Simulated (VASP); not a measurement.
RbAgI2:

```
Rb I Ag
1.0
     4.80971    0.00000    0.00000
     0.00000    4.80971    0.00000
     0.00000    0.00000    6.77995
Rb I Ag
1 2 1
Cartesian
  0.0000 0.0000 0.0000
  0.0000 0.0000 3.3900
  2.4049 2.4049 0.0000
  2.4049 2.4049 3.3900
```

The cell was built by a generator and needn't be a form met in nature.

Base run:

```yaml
Program: VASP 6.6.1
Functional: PBE
Potentials_or_basis: VASP PAW PBE potentials, release 64 (Rb_sv, I, Ag)
Cutoff: 520 eV
k_mesh: 4 × 4 × 4
Occupations: gaussian, width 0.01 eV
Spin: no spin polarisation
```

Its results: band gap on the k mesh 0.97 eV, indirect (least direct gap 1.38 eV); pressure 0.5 GPa.

Q: The run is repeated on the same cell with these changes: functional from PBE to HSE06; k mesh from 4 × 4 × 4 to 2 × 2 × 2. What comes out?

A: Band gap on the k mesh 2.11 eV, indirect (least direct gap 2.46 eV); pressure 0.9 GPa.

Several settings changed at once, so the effect can't be laid on one alone.

Caveats: some runs use coarse meshes; spin-orbit coupling is left out, which moves the levels of the heavy elements; the PAW data sets were made with another functional, which shifts forces and pressure a little (some runs).

A k mesh can miss the band edges.

Not every run made on this cell is shown here.
